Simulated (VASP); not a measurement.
# CsGa3 in VASP: notebook, part 2 of 2

VASP 6.6.1.

**3. Single point, PBE**

This run uses another cell than the first one, of 32.14 Å³/atom, 1.054 times its volume.

Input file INCAR:

```
PREC = Accurate
ENCUT = 520
EDIFF = 1E-7
ISMEAR = -1
SIGMA = 0.1
LREAL = F
LASPH = T
NELM = 100
ALGO = Fast
ISIF = 2
LWAVE = F
LCHARG = F
GGA = PE
NBANDS = 84
```

Input file KPOINTS:

```
regular mesh
0
Gamma
  2 3 2
```

Input file POSCAR:

```
CsGa3
1.0
    7.5868520000      0.4798950000     -1.7838030000
    0.7158570000      6.0876830000      0.4206080000
    0.0800090000      0.0882260000      8.4025770000
Ga Cs
9 3
Direct
    0.8380158292      0.7461259983      0.1521755274
    0.8278939831      0.3785251962      0.3667333301
    0.8741374058      0.7660334699      0.7834300264
    0.3885677766      0.8791472581      0.4931703685
    0.6338501973      0.1150990342      0.5988940427
    0.9593722309      0.9435501979      0.4100895835
    0.6760819318      0.5424937289      0.5846781024
    0.0950441919      0.3746242732      0.6929017310
    0.5574747703      0.9821437611      0.2403346788
    0.3233159189      0.7671604370      0.8943594434
    0.2565867952      0.4289494517      0.3223198935
    0.8431046608      0.2607173218      0.9724330800
```

Potentials or basis: VASP PAW PBE potentials, release 64 (Ga_d, Cs_sv).

Launch:

```console
$ cat potpaw_PBE.64/Ga_d/POTCAR potpaw_PBE.64/Cs_sv/POTCAR > POTCAR
$ mpirun -np 1 vasp_std > vasp.out
```

OUTCAR:

```text
PREC = Accurate
   ENCUT = 520
   EDIFF = 1E-7
   ISMEAR = -1
   LREAL = F
   LASPH = T
   NELM = 100
   ISIF = 2
   GGA = PE

 ion  position               nearest neighbor table
   1  0.838  0.746  0.152-   6 2.64   9 2.71   2 2.80
   2  0.828  0.379  0.367-   7 2.58   6 2.67   1 2.80
   3  0.874  0.766  0.783-   7 2.64   5 2.73
   4  0.389  0.879  0.493-   5 2.63   7 2.73   9 2.82
   5  0.634  0.115  0.599-   4 2.63   7 2.69   3 2.73
   6  0.959  0.944  0.410-   1 2.64   2 2.67
   7  0.676  0.542  0.585-   2 2.58   3 2.64   5 2.69   4 2.73
   8  0.095  0.375  0.693-
   9  0.557  0.982  0.240-   1 2.71   4 2.82
  10  0.323  0.767  0.894-
  11  0.257  0.429  0.322-
  12  0.843  0.261  0.972-

  LATTYP: Found a triclinic cell.
 ALAT       =     8.4034210598
 B/A-ratio  =     1.5064956149
 C/A-ratio  =     1.5245021883
 COS(alpha) =     0.0380505945
 COS(beta)  =     0.5611073261
 COS(gamma) =     0.7985780515

  Lattice vectors:

 A1 = (  -0.0800090000,  -0.0882260000,  -8.4025770000)
 A2 = (   7.5068430000,   0.3916690000, -10.1863800000)
 A3 = (  -8.3827180000,  -6.6558040000,  -7.0393820000)

Analysis of symmetry for initial positions (statically):
=====================================================================
 Subroutine PRICEL returns:
 Original cell was already a primitive cell.

 Routine SETGRP: Setting up the symmetry group for a
 triclinic supercell.

 Subroutine GETGRP returns: Found  1 space group operations
 (whereof  1 operations were pure point group operations)
 out of a pool of  2 trial point group operations.

The static configuration has the point symmetry C_1 .

Analysis of symmetry for dynamics (positions and initial velocities):
=====================================================================
 Subroutine PRICEL returns:
[... 140 lines left out ...]
   IVDW    =     0    specifies the selected vdW correction
   LEPSILON=     F    determine dielectric tensor
   LRPA    =     F    only Hartree local field effects (RPA)
 non-spin polarized calculation
 RMM-DIIS sequential band-by-band and
  energy-cutoff  :      520.00
  volume of cell :      385.69
 maximum number of plane-waves:     10412
 NGX is ok and might be reduce to    60
   NGX = 29   NGY = 23   NGZ = 31

 number of electron     143.9999982 magnetization

 Free energy of the ion-electron system (eV)
  ---------------------------------------------------
  ext. energy  EPLUGINS =         0.00000000
  ---------------------------------------------------
  free energy    TOTEN  =       -27.31829046 eV

  energy without entropy =      -27.08990363  energy(sigma->0) =      -27.20409704

 E-fermi :   2.6786     XC(G=0):  -8.6910

 val. band max:        2.6682000330   @ k =   0.5000   0.0000   0.5000
 cond. band min:       2.7123471572   @ k =   0.0000   0.3333   0.0000
 fundamental gap:      0.0441471242
 Fermi energy:         2.6786385607

 k-point     1 :       0.0000    0.0000    0.0000
  band No.  band energies     occupation
      1     -19.8964      2.00000
      2     -19.5687      2.00000
      3     -19.4886      2.00000
      4     -12.3861      2.00000
      5     -12.3702      2.00000
      6     -12.3585      2.00000
[... 685 lines left out ...]
     83       5.8375      0.00000
     84       6.0604      0.00000

------------------------ aborting loop because EDIFF is reached ----------------------------------------

  FORCE on cell =-STRESS in cart. coord.  units (eV):
  Direction    XX          YY          ZZ          XY          YZ          ZX
  --------------------------------------------------------------------------------------
  -------------------------------------------------------------------------------------
  Total       -0.2092557      2.1026756     -0.5767006      0.8011410      2.3762082      0.7274947
  in kB       -0.8692627      8.7346621     -2.3956546      3.3279959      9.8709355      3.0220640
  external PRESSURE =       1.8232483 kB  Pullay stress =       0.0000000 kB

 VOLUME and BASIS-vectors are now :
 -----------------------------------------------------------------------------
  energy-cutoff  :      520.00
  volume of cell :      385.69
      direct lattice vectors                 reciprocal lattice vectors
     7.586852000  0.479895000 -1.783803000     0.132529512 -0.015508345 -0.001099105
     0.715857000  6.087683000  0.420608000    -0.010862994  0.165656529 -0.001635936
     0.080009000  0.088226000  8.402577000     0.028678773 -0.011584576  0.118859667

 POSITION                                       TOTAL-FORCE (eV/Angst)
 -----------------------------------------------------------------------------------
      6.90420      4.95776      0.09764        -0.381851     -0.243527      0.114169
      6.58142      2.73400      1.76392        -0.126816      0.012526      0.317545
      7.24300      5.15198      5.34574        -0.358537      0.027785     -0.486018
      3.61681      5.58195      3.82055         0.126620      0.000874     -0.109429
      4.93924      1.05771      3.95000         0.406320     -0.061846     -0.548650
      7.98687      6.24061      2.13134         0.218864      0.071276      0.644822
      5.56446      3.67856      3.93498        -0.216484      0.283654     -0.236406
      1.04470      2.38734      5.81019        -0.732528      0.177638     -0.439355
      4.95178      6.26771      1.43810         0.531309     -0.170419      0.712796
      3.07368      4.90429      7.26087         0.463343      0.132232     -0.012387
      2.27954      2.76288      2.43104         0.116895      0.046865     -0.368776
      6.66095      2.07756      6.77667        -0.047135     -0.277057      0.411689
 -----------------------------------------------------------------------------------
    total drift:                               -0.001077     -0.001253      0.001308

  FREE ENERGIE OF THE ION-ELECTRON SYSTEM (eV)
  ---------------------------------------------------
  free  energy   TOTEN  =       -27.3182904587 eV

  energy  without entropy=      -27.0899036279  energy(sigma->0) =      -27.20409704
```

stdout:

```text
POSCAR found type information on POSCAR GaCs
 POSCAR found :  2 types and      12 ions
 scaLAPACK will be used
 LDA part: xc-table for (Slater+PW92), standard interpolation
 POSCAR, INCAR and KPOINTS ok, starting setup
 FFT: planning ... GRIDC
 FFT: planning ... GRID_SOFT
 FFT: planning ... GRID
 WAVECAR not read
 entering main loop
```

Run time: 3.5 min. Hardware: 1 thread of Intel Xeon 6975P-C (Granite Rapids), shared host; peak memory 0.53 GiB.

What came out:

* Free energy: -27.3183 eV
* Pressure: 0.2 GPa
* Largest force: 0.905 eV/Å
* Band gap on the k mesh: none (metal or under the smearing width)

Forces in eV/Å, atoms in the order of the input:
```
Ga  -0.382 -0.244  0.114
Ga  -0.127  0.013  0.318
Ga  -0.359  0.028 -0.486
Ga   0.127  0.001 -0.109
Ga   0.406 -0.062 -0.549
Ga   0.219  0.071  0.645
Ga  -0.216  0.284 -0.236
Ga  -0.733  0.178 -0.439
Ga   0.531 -0.170  0.713
Cs   0.463  0.132 -0.012
Cs   0.117  0.047 -0.369
Cs  -0.047 -0.277  0.412
```

Caveat: the k mesh is coarse (spacing up to 0.42 Å⁻¹), so the values aren't converged.

**4. Single point, PBE**

This run uses another cell than the first one, of 34.08 Å³/atom, 1.117 times its volume.

Input file INCAR:

```
SYSTEM = CsGa3
ALGO = Fast
EDIFF = 1E-6
ENCUT = 520
GGA = PE
ISIF = 2
ISMEAR = -1
LASPH = .TRUE.
LCHARG = .TRUE.
LELF = .TRUE.
LREAL = .FALSE.
LVHAR = .TRUE.
LWAVE = .FALSE.
NBANDS = 84
NELM = 100
PREC = Accurate
SIGMA = 0.1
```

Input file KPOINTS:

```
k-points
0
G
  2 3 2
  0 0 0
```

Input file POSCAR:

```
CsGa3
1.0
    7.7367400000      0.4893760000     -1.8190440000
    0.7300000000      6.2079530000      0.4289170000
    0.0815900000      0.0899690000      8.5685810000
Ga Cs
9 3
Direct
    0.8370401041      0.7491234475      0.1520802566
    0.8272134138      0.3759586634      0.3705486982
    0.8770726314      0.7642414934      0.7802402217
    0.3879952742      0.8782030967      0.4948913056
    0.6330807509      0.1147700728      0.5982311314
    0.9625303721      0.9425387468      0.4098355616
    0.6797748431      0.5418795176      0.5837447312
    0.0928168329      0.3726014836      0.6924404160
    0.5595678014      0.9835121412      0.2440929688
    0.3241034910      0.7662305862      0.8945977387
    0.2564942078      0.4288150687      0.3199779726
    0.8421331155      0.2624573215      0.9737859494
```

Launch:

```console
$ cat potpaw_PBE.64/Ga_d/POTCAR potpaw_PBE.64/Cs_sv/POTCAR > POTCAR
$ mpirun -np 1 vasp_std > vasp.out
```

Run time: 3.6 min. Hardware: 1 thread of Intel Xeon 6975P-C (Granite Rapids), shared host; peak memory 0.55 GiB.

It converged, with:

```yaml
Free_energy: -27.3204 eV
Pressure: -0.9 GPa
Largest_force: 0.890 eV/Å
Band_gap_on_the_k_mesh: none (metal or under the smearing width)
```

Forces on the atoms (eV/Å):
```
Ga  -0.344 -0.231  0.252
Ga  -0.036 -0.037  0.215
Ga  -0.404  0.047 -0.505
Ga   0.281  0.017 -0.121
Ga   0.392 -0.093 -0.528
Ga   0.108  0.101  0.535
Ga  -0.242  0.305 -0.158
Ga  -0.721  0.192 -0.415
Ga   0.539 -0.224  0.672
Cs   0.405  0.136 -0.032
Cs   0.098  0.038 -0.217
Cs  -0.077 -0.250  0.304
```

Stress tensor (GPa, compression positive):
```
-1.07  0.25  0.15
 0.25 -0.45  0.75
 0.15  0.75 -1.08
```

Levels at points of the mesh, in eV from the Fermi level:
| k point | band 69 | band 70 | band 71 | band 72 | band 73 | band 74 | band 75 | band 76 |
| --- | --- | --- | --- | --- | --- | --- | --- | --- |
| (0.00, 0.00, 0.00) | -1.01 | -0.58 | -0.50 | -0.10 | 0.25 | 0.64 | 0.72 | 0.91 |
| (0.50, 0.00, 0.00) | -1.10 | -0.78 | -0.70 | -0.20 | 0.25 | 0.62 | 0.83 | 0.98 |
| (0.00, 0.00, 0.50) | -1.09 | -0.79 | -0.58 | -0.25 | -0.06 | 0.35 | 0.76 | 1.01 |
| (0.50, 0.00, 0.50) | -1.10 | -0.88 | -0.58 | -0.48 | 0.02 | 0.52 | 0.56 | 0.81 |

Caveat: the k mesh is coarse (spacing up to 0.41 Å⁻¹), so the values aren't converged. The run has no spin-orbit coupling, so splittings on Cs are missing.

**5. Overview**

| cell | further INCAR settings | gap on the mesh (eV) | pressure (GPa) | largest force (eV/Å) |
| --- | --- | --- | --- | --- |
| P1, 30.51 Å³/atom | ALGO = Fast; EDIFF = 1e-06; NBANDS = 84 | none | 1.4 | 0.92 |
| P1, 32.14 Å³/atom | ALGO = Fast; EDIFF = 1e-07; NBANDS = 84 | none | 0.2 | 0.91 |
| P1, 34.08 Å³/atom | ALGO = Fast; EDIFF = 1e-06; NBANDS = 84 | none | -0.9 | 0.89 |

Alike in all rows: task single point; level PBE; potentials or basis VASP PAW PBE potentials, release 64 (Ga_d, Cs_sv); no spin polarisation; k mesh 2 × 3 × 2; cutoff (eV) 520; smearing fermi-dirac 0.1 eV; the mesh is coarse, so values aren't converged.

Caveats: all runs use coarse meshes.

Total energies depend on the potentials used, so only differences within one code and one set of settings carry meaning.
